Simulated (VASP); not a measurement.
These are optB86b-vdW, VASP's PBE PAW potentials (set 64) (plane waves; VASP 6.6.1) values and carry that method's errors.

VASP input:

POSCAR:
```
CsSnI3
1
    6.1917733007     0.0000000000     0.0000000000
    0.0000000000     6.1917733007     0.0000000000
    0.0000000000     0.0000000000     6.1917733007
Cs Sn I
1 1 3
Direct
  0.0000000000   0.0000000000   0.0000000000
  0.5000000000   0.5000000000   0.5000000000
  0.5000000000   0.0000000000   0.5000000000
  0.0000000000   0.5000000000   0.5000000000
  0.5000000000   0.5000000000   0.0000000000
```

INCAR:
```
SYSTEM = CsSnI3
PREC = Accurate; ENCUT = 520; LREAL = .FALSE.
LASPH = .TRUE.; ICHARG = 11
EDIFF = 1E-7; NELM = 100; ALGO = Normal
LMAXMIX = 4
ISMEAR = 0; SIGMA = 0.05
GGA = MK; LUSE_VDW = .TRUE.; AGGAC = 0.0
PARAM1 = 0.1234; PARAM2 = 1.0
LWAVE = .FALSE.; LCHARG = .FALSE.; LORBIT = 11
```

### KPOINTS
```
k-points along high-symmetry lines
15
Line-mode
Reciprocal
  0.000000   0.000000   0.000000 ! GAMMA
  0.000000   0.500000   0.000000 ! X

  0.000000   0.500000   0.000000 ! X
  0.500000   0.500000   0.000000 ! M

  0.500000   0.500000   0.000000 ! M
  0.000000   0.000000   0.000000 ! GAMMA

  0.000000   0.000000   0.000000 ! GAMMA
  0.500000   0.500000   0.500000 ! R

  0.500000   0.500000   0.500000 ! R
  0.000000   0.500000   0.000000 ! X

  0.500000   0.500000   0.500000 ! R
  0.500000   0.500000   0.000000 ! M
```

POTCAR, in this order: Cs_sv Sn_d I (PBE.64 set). Program: vasp_std. Read from the step before: CHGCAR.

Output

OSZICAR:
```
       N       E                     dE             d eps       ncg     rms          rms(c)
DAV:   1     0.366241859659E+03    0.36624E+03   -0.18394E+04  4680   0.154E+03
DAV:   2     0.445685890648E+02   -0.32167E+03   -0.31484E+03  5516   0.310E+02
DAV:   3     0.286690609269E+00   -0.44282E+02   -0.43480E+02  5744   0.124E+02
DAV:   4    -0.157095856779E+01   -0.18576E+01   -0.18438E+01  5608   0.284E+01
DAV:   5    -0.163105932734E+01   -0.60101E-01   -0.60044E-01  7282   0.522E+00
DAV:   6    -0.163161657967E+01   -0.55725E-03   -0.55721E-03  5940   0.435E-01
DAV:   7    -0.163163825257E+01   -0.21673E-04   -0.21673E-04  7306   0.821E-02
DAV:   8    -0.163163849058E+01   -0.23801E-06   -0.23795E-06  5928   0.777E-03
DAV:   9    -0.163163849851E+01   -0.79344E-08   -0.79341E-08  4460   0.143E-03
   1 F= -.16316385E+01 E0= -.16316384E+01  d E =-.115585E-06
```

File OUTCAR:
```
 val. band max:        2.8410888694   @ k =   0.5000   0.5000   0.5000

 cond. band min:       3.1618720999   @ k =   0.5000   0.5000   0.5000



 k-point     1 :       0.0000    0.0000    0.0000
  band No.  band energies     occupation
      1     -19.4532      2.00000
      2     -19.2653      2.00000
      3     -19.2653      2.00000
      4     -19.2429      2.00000
      5     -19.2429      2.00000
      6     -19.2429      2.00000
      7     -10.4673      2.00000
      8      -9.7315      2.00000
      9      -9.7315      2.00000
     10      -6.2335      2.00000
     11      -6.2335      2.00000
     12      -6.2335      2.00000
     13      -3.4606      2.00000
     14      -1.8841      2.00000
     15      -1.8841      2.00000
     16      -1.8841      2.00000
     17       0.5015      2.00000
     18       0.5015      2.00000
     19       0.5015      2.00000
     20       0.6675      2.00000
     21       0.6675      2.00000
     22       0.6675      2.00000
     23       4.9350      0.00000
     24       5.8469      0.00000
     25       5.8469      0.00000
     26       6.2700      0.00000

 k-point     2 :       0.0000    0.0357    0.0000
  band No.  band energies     occupation
      1     -19.4532      2.00000
      2     -19.2653      2.00000
      3     -19.2653      2.00000
      4     -19.2429      2.00000
      5     -19.2429      2.00000
      6     -19.2429      2.00000
      7     -10.4656      2.00000
      8      -9.7336      2.00000
      9      -9.7315      2.00000
     10      -6.2334      2.00000
     11      -6.2334      2.00000
     12      -6.2332      2.00000
     13      -3.4820      2.00000
     14      -1.8828      2.00000
     15      -1.8828      2.00000
     16      -1.8515      2.00000
     17       0.4992      2.00000
     18       0.4992      2.00000
     19       0.4992      2.00000
     20       0.6650      2.00000
     21       0.6650      2.00000
     22       0.6653      2.00000
     23       4.9489      0.00000
...
```

The density is held fixed in this step, so its total energy and stress have no physical meaning. Unless said otherwise, spin-orbit coupling is left out, though it shifts the bands of the heavy elements here.

The compound is CsSnI3 in the cubic perovskite structure, the ideal cubic form; the compound distorts at low or room temperature. It was relaxed first.
